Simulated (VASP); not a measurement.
A convergence study with VASP on TbN (space group Fm-3m): one setting is varied, all else stays as given below, so the limit is that of these other settings.

```yaml
crystal:
  lattice:
    - [0.00000, 2.46267, 2.46267]
    - [2.46267, 0.00000, 2.46267]
    - [2.46267, 2.46267, 0.00000]
  atoms:
    - { symbol: Tb, position: [0.50000, 0.50000, 0.50000] }
    - { symbol: N, position: [0.00000, 0.00000, 0.00000] }
```

Calculation: PBEsol GGA, VASP's PBE PAW potentials (set 64) (plane waves; VASP). The tightest run used: 700 eV cut-off, 8×8×8 Γ-centred mesh, Gaussian smearing of 0.010 eV, potentials Tb_3 N.

The 4f electrons are frozen in the core of the lanthanide potential, so 4f levels, which can set the real gap, and their magnetism are missing.

Problem. The settings run are ENCUT = 300; ENCUT = 400; ENCUT = 500; ENCUT = 600; ENCUT = 700. From which on does the highest Γ mode stay within 5 cm⁻¹ of the tightest run?

Solution. From ENCUT = 400 on: it is off by 2.8 there and by no more than 5 in any finer run, while ENCUT = 300 is off by 11.2.
| setting | highest Γ mode (cm⁻¹) | plane waves | difference judged (cm⁻¹) |
|---|---|---|---|
| ENCUT = 300 | 106.3 | 363 | 11.2 |
| ENCUT = 400 | 114.6 | 560 | 2.8 |
| ENCUT = 500 | 117.1 | 775 | 0.3 |
| ENCUT = 600 | 116.7 | 1012 | 0.7 |
| ENCUT = 700 | 117.4 | 1283 | 0.0 |

Left out are rungs that failed or repeat a setting and relaxations that didn't move; long series are thinned to 24 rows.

The structure comes from a computed database's TbN entry (Fm-3m); how it stands against other phases isn't given here. The cell was not relaxed at this level.
